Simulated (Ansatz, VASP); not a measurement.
# Cross-check of Na3Y between VASP and Ansatz, part 2 of 2

One calculation is typed for both programs; each brings its own data sets. How far apart do they land? The cell is generated by rule, not measured, and may not be a known phase. The cell is taken from a series of runs on this material, whose earlier steps may have relaxed, scaled, displaced or heated it; both programs get it as it stands.

VASP 6.6.1 and Ansatz 0.2.0.

So far: Set-up; VASP: zone-centre phonons, LDA.

The structure was built from a prototype and need not be the compound's stable phase.

### 3. Ansatz: zone-centre phonons, LDA

Level of this step: Ansatz beside VASP: Kohn-Sham DFT, plane waves, LDA (Ansatz).

Ansatz runs on its default PAW (the set named soft_2) files.

The same cell, functional (in two slightly different forms), mesh and smearing now go to Ansatz, which takes its cutoff from its data sets.

File input.yaml:

```yaml
crystal:
  lattice:
    - [0.0, 3.9641698809, 3.9641698809]
    - [3.9641698809, 0.0, 3.9641698809]
    - [3.9641698809, 3.9641698809, 0.0]
  atoms:
    - { symbol: Na, position: [0.75, 0.75, 0.75] }
    - { symbol: Na, position: [0.5, 0.5, 0.5] }
    - { symbol: Na, position: [0.25, 0.25, 0.25] }
    - { symbol: "Y", position: [0.0, 0.0, 0.0] }
kpoints:
  mp_grid: { grid: [12, 12, 12] }
hamiltonian:
  xc: lda
scf:
  occupations: { method: methfessel_paxton, width: 0.2 }
output:
  eigenvalues: true
phonons:
  method: dfpt
```

Command:

```console
$ ansatz run input.yaml --threads 8 --pin off --max-ram 14336MiB --backend cpu --events-out ev --progress --plain --runs-dir out
```

Numbers of over 12 decimals in the logs are rounded to 6 here.

Output:

```text
band count auto-derived: 24, from the close of a first SCF at 23 (N_el = 38.0; filled up to band 19; 23 by the electrons, moments and atoms)
zone centre: on kpoints.mp_grid the ground state, and the responses unless they are solved on pairs of k-points, stand on 163 of the mesh's 1728 k-points, reduced under 8 symmetry operations, with k and −k counted as one. Each operation leaves every solved displacement unchanged or reverses it
Engine: ansatz 0.2.0, x86_64-unknown-linux-gnu
Pseudopotentials: kind: paw
Pseudopotential: Na, paw, valence charge 9, recommended cutoff 420 eV (normal), Na.paw.azcp
Pseudopotential: Y, paw, valence charge 11, recommended cutoff 420 eV (normal), Y.paw.azcp
Functional definition: SPW92
  exchange = slater_x
  correlation = pw_c
Crystal: 4 atoms, lattice volume = 124.591 Å³
Basis set: ecut = 420 eV, 2421 PW (Γ), exchange–correlation on 80×80×80 points (8 copies of the dense FFT grid, shifted against one another)
Bands: 23, of which v1, the nominal top of the filled ones, is band 19 counted from 1 (18 counted from 0)
Symmetry: 48 space group operations
k-points: 163 of 1728 (irreducible under 8 space group operations, time reversal used)
Non-local potential: Na, projectors of the file, l = 0: 3, l = 1: 2, l = 2: 1
Non-local potential: Y, projectors of the file, l = 0: 3, l = 1: 2, l = 2: 2, l = 3: 1
PAW form: soft (Blöchl's): semilocal exchange-correlation on the pseudo side does not see the compensation charge
PAW frozen core: Na, regenerated for the run's functional, and the local potential with it (the file was generated under x = pbe(κ = 0.804, μ = 0.219515), c = pbe(β = 0.066725))
PAW frozen core: Y, regenerated for the run's functional, and the local potential with it (the file was generated under x = pbe(κ = 0.804, μ = 0.219515), c = pbe(β = 0.066725))
PAW one-centre angular grid: Na, 110 points (default); XC on 64 Gauss nodes
PAW one-centre angular grid: Y, 590 points (default); XC on 64 Gauss nodes
Initial density: superposition of atomic densities (neutral atoms: chi_scale 0, normalization atom), corrected by the library's trained network
Initial wavefunctions: pseudopotential atomic-orbital guess
Functional: x = slater, c = lda
SCF iter   1: F=—  HF=-8143.798401 eV  |F-HF|=—  |Δ(HF+E_count)|=         —  Δρ=6.18e-3  dr2=2.62e-2  ethr=1.77e-3  ⟨swp⟩=4.4  Hψ=12913  notcnv=0
preconditioner: auto → Kerker (q_TF=auto, 2.238 Å⁻¹)  [metal: Δε(μ)=0.007 eV  Ē_g=2.036 eV  σ=0.200 eV  W_gap=0.03  n_scr=14 (ndim 8)  ℏωp=8.1 eV  f_vac=0.000  D(μ)=4.10/eV (n_scr^D=26)]
SCF iter   2: F=—  HF=-8143.786014 eV  |F-HF|=—  |Δ(HF+E_count)|=   1.24e-2  S|Δr|=    0.00e0  Δρ=1.99e-3  dr2=4.70e-3  ethr=6.90e-5  ⟨swp⟩=2.0  Hψ=7339  notcnv=0
SCF iter   3: F=—  HF=-8143.785506 eV  |F-HF|=—  |Δ(HF+E_count)|=   5.08e-4  S|Δr|=    0.00e0  Δρ=6.84e-4  dr2=1.06e-3  ethr=1.24e-5  ⟨swp⟩=3.0  Hψ=7008  notcnv=0
SCF iter   4: F=—  HF=-8143.785416 eV  |F-HF|=—  |Δ(HF+E_count)|=   9.06e-5  S|Δr|=    0.00e0  Δρ=1.71e-4  dr2=1.05e-4  ethr=2.79e-6  ⟨swp⟩=2.0  Hψ=4247  notcnv=0
SCF iter   5: F=—  HF=-8143.785373 eV  |F-HF|=—  |Δ(HF+E_count)|=   4.23e-5  S|Δr|=    0.00e0  Δρ=5.94e-5  dr2=9.80e-6  ethr=2.76e-7  ⟨swp⟩=2.0  Hψ=4241  notcnv=0
SCF iter   6: F=—  HF=-8143.785370 eV  |F-HF|=—  |Δ(HF+E_count)|=   3.78e-6  S|Δr|=    0.00e0  Δρ=1.56e-5  dr2=5.03e-7  ethr=2.58e-8  ⟨swp⟩=2.0  Hψ=4258  notcnv=0
SCF iter   7: F=-8143.785370 eV  HF=-8143.785370 eV  |F-HF|=4.20e-9  |Δ(HF+E_count)|=   2.78e-8  S|Δr|=    0.00e0  Δρ=4.20e-6  dr2=1.80e-8  ethr=2.63e-10  ⟨swp⟩=4.1  Hψ=10348  notcnv=0
SCF 1, on 23 bands, converged in 7 iterations: F = -8143.785370 eV; the run's SCF on all bands comes behind
  greatest PAW one-centre occupation: 0.999 electrons in one spin orbital (limit 2), on the Na atom at site 2 (counted from 0), in its partial waves of l = 0
Bands: 24, of which v1, the nominal top of the filled ones, is band 19 counted from 1 (18 counted from 0)
Initial density: handed on by an earlier stage of this run
iter 1 solved again at ethr=2.37e-9 eV; its pass at ethr=3.10e-3 eV (dr2=8.99e-7 eV) is discarded
SCF iter   1: F=—  HF=-8143.785370 eV  |F-HF|=—  |Δ(HF+E_count)|=         —  Δρ=4.18e-6  dr2=1.78e-8  ethr=2.37e-9  ⟨swp⟩=4.6  Hψ=27871  notcnv=0
preconditioner: auto → Kerker (q_TF=auto, 2.238 Å⁻¹)  [metal: Δε(μ)=0.025 eV  Ē_g=2.297 eV  σ=0.200 eV  W_gap=0.11  n_scr=14 (ndim 8)  ℏωp=8.1 eV  f_vac=0.000  D(μ)=3.99/eV (n_scr^D=26)]
SCF iter   2: F=—  HF=-8143.785370 eV  |F-HF|=—  |Δ(HF+E_count)|=   1.37e-7  S|Δr|=    0.00e0  Δρ=2.30e-6  dr2=7.58e-9  ethr=4.68e-11  ⟨swp⟩=2.2  Hψ=6608  notcnv=0
SCF iter   3: F=—  HF=-8143.785370 eV  |F-HF|=—  |Δ(HF+E_count)|=  4.91e-10  S|Δr|=    0.00e0  Δρ=8.13e-7  dr2=9.56e-10  ethr=1.99e-11  ⟨swp⟩=1.5  Hψ=4009  notcnv=0
SCF iter   4: F=—  HF=-8143.785370 eV  |F-HF|=—  |Δ(HF+E_count)|=  8.82e-11  S|Δr|=    0.00e0  Δρ=1.20e-7  dr2=1.89e-11  ethr=2.52e-12  ⟨swp⟩=2.9  Hψ=6858  notcnv=0
SCF iter   5: F=-8143.785370 eV  HF=-8143.785370 eV  |F-HF|=3.64e-12  |Δ(HF+E_count)|=  6.37e-12  S|Δr|=    0.00e0  Δρ=2.93e-8  dr2=1.33e-12  ethr=1.00e-12  ⟨swp⟩=5.0  Hψ=14915  notcnv=0
SCF 2 converged in 5 iterations: F = -8143.785370 eV  dr2 = 1.33e-12
DFPT response loops at Γ: preconditioner auto → Kerker (q_TF=auto, 2.238 Å⁻¹) (partly filled bands, converged f_vac=0.000); β = 1.00, the filter's whole step (`scf.mixing.beta` (0.50) is not read by the response loops under this deck's `scf.mixing.preconditioner`; to damp them name `kerker` or `kerker_dos`, under which they read `scf.mixing.beta`, and type it under 1.00, their step now; both keys bind the ground state too); Broyden in place of MSR1
SCF converged after 12 iterations (7 of them on 23 bands)
Stability not checked: this state was not tested for a lower state beside it, because cold or Methfessel-Paxton smearing, or corrected tetrahedra, fill the levels in a way that the test cannot read (fill_not_monotonic; see scf.lower_state_search)
Free energy (F): -8143.785370 eV
Harris-Foulkes:  -8143.785370 eV  (|F-HF|=3.64e-12)
Internal energy: -8143.789139 eV  (E = F + TS)
E sigma→0 (E₀):  -8143.786312 eV
Entropy (-TS):   0.003769 eV (0.942 meV/atom)
Fermi energy:    4.137064 eV
--- Per-component energies (eV) ---
  E_band       = -827.857028
  E_kinetic    = 664.212251
  E_local      = -4776.711474  (includes V_loc(G=0)·N_el)
  E_nonlocal   = 404.871515
  E_hartree    = 1700.028517
  E_xc         = -282.547442
  E_vxc        = -342.751486  (∫ρ·V_xc dr)
  E_paw        = -3458.260972  (= ΣΔE_a)
  E_vpaw       = -177.534835  (= ΣTr[D̂ρ^β])
  E_aug_tail   = -0.000037  (compensation charges beyond the density's cutoff)
  E_ewald      = -2396.133753
  E_core_change = 0.752256  (= ΣΔE_core)
  E_smearing   = 0.003769  (= −TS)
  E_closure    = 0.000000  (closes the sum)
  Σ components = -8143.785370   (vs F -8143.785370, Δ=0.00e0)
--- Band table (eV; the first three rows and the last of 163) ---
  k-point 0: bands = [... 15 lower, -19.7812, 0.1456, 4.3113, 4.3113, 4.3113, 4.8874, 4.8874, 7.1786, ... 1 higher]
  k-point 1: bands = [... 15 lower, -19.7810, 0.2017, 4.2467, 4.3300, 4.3300, 4.8651, 4.8651, 6.8671, ... 1 higher]
  k-point 2: bands = [... 15 lower, -19.7804, 0.3683, 4.0522, 4.3663, 4.3663, 4.8339, 4.8339, 6.2505, ... 1 higher]
  k-point 162: bands = [... 15 lower, -19.7741, 2.9103, 3.0127, 3.1819, 3.1819, 5.0776, 5.2986, 5.2986, ... 1 higher]
--- Phonons (Γ-DFPT): 3 representative perturbations + reference, on 163 of 1728 k-points (Σ response iterations 9) ---
  k mesh reduced under 8 symmetry operations, with k and −k counted as one. Each operation leaves every solved displacement unchanged or reverses it
  ASR residual: 8.585e-6 → 0.000e0 eV/Å²; symmetrization residual: 1.906e-6 eV/Å²
  ASR residual per site (eV/Å²): 3.07e-6 8.59e-6 3.07e-6 6.54e-6
  Γ frequencies (cm⁻¹): 0.00 0.00 0.00 118.04 118.04 118.04 136.76 136.76 136.76 159.75 159.75 159.75
  non-analytic LO–TO correction: not included (Born effective charges unavailable; polar crystals: no LO–TO splitting at Γ)
```

The column dr2 measures how far the density is from self-consistency, as an energy; F and HF (Harris–Foulkes) agree once it is small.

### 4. Comparison

Known differences besides the potentials themselves: the two LDA forms differ slightly; the data sets hold 38 valence electrons in Ansatz (on its default PAW (the set named soft_2) files) and 32 in VASP; the cutoff is 420 eV in Ansatz and 500 eV in VASP; VASP's log shows a relativistic correction to its local exchange, Ansatz's none. Total energies have different zeros and are not compared.

The two programs side by side:

```
                  quantity  Ansatz   VASP  difference
optical mode 1 to 3 (cm⁻¹)   118.0  117.7     +0.26 %
optical mode 4 to 6 (cm⁻¹)   136.8  136.2     +0.39 %
optical mode 7 to 9 (cm⁻¹)   159.8  159.4     +0.20 %
```

Modes are paired by rising frequency, not by their patterns, so a pair may set unlike modes beside each other; they are those without the splitting of longitudinal modes.

### 5. What came out

```json
{
  "r.m.s. difference of the optical zone-centre modes, each program's sorted by frequency (zone-centre phonons, LDA)": "0.40 cm⁻¹"
}
```

The r.m.s. difference of the optical zone-centre modes, each program's sorted by frequency is 0.40 cm⁻¹ (zone-centre phonons, LDA). The data sets hold unlike numbers of valence electrons (38 in Ansatz and 32 in VASP), so part of the differences comes from the potentials. Such differences can come from data sets, numerical settings and the points named under the comparisons, not from the functional's error against experiment.

[Lines on the potential files, build, host, timing and source positions are cut from VASP's logs without a mark.]

[Logs are printed without paths, hosts, clocks, repeated set-up lines and the standing remarks that a program may print on its own settings, such as how far it seeks lower states.]

[Hosts, paths, dates, database ids (printed as entryN), source tags and the programs' standing remarks are cut or masked in the printed files.]
